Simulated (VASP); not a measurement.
Consider the following.

```xyz
6
Lattice="1.5922 -2.7578 0.0000 1.5922 2.7578 0.0000 0.0000 0.0000 12.0667" Properties=species:S:1:pos:R:3 pbc="T T T"
W      1.5922     0.9193     3.0167
W      1.5922    -0.9193     9.0500
Se     1.5922     0.9193    10.7408
Se     1.5922    -0.9193     4.7075
Se     1.5922    -0.9193     1.3259
Se     1.5922     0.9193     7.3592
```

These are PBEsol GGA, VASP's PBE PAW potentials (set 64) (plane waves; VASP) values and carry that method's errors. Settings: 500 eV cut-off, 8×8×2 Γ-centred mesh, Gaussian smearing of 0.050 eV, potentials W_sv Se.

Without a dispersion term in the relaxation, distances and binding between the weakly bound layers, chains or molecules are unreliable, and so is what depends on them.

Problem. Predict the energy per atom (σ→0), pressure.

Solution. 
```yaml
energy per atom (σ→0): -7.693 eV/atom
pressure: 10.00 GPa
```

The compound is WSe2 in the 2H layered structure. It was relaxed first under an external pressure of 10 GPa.
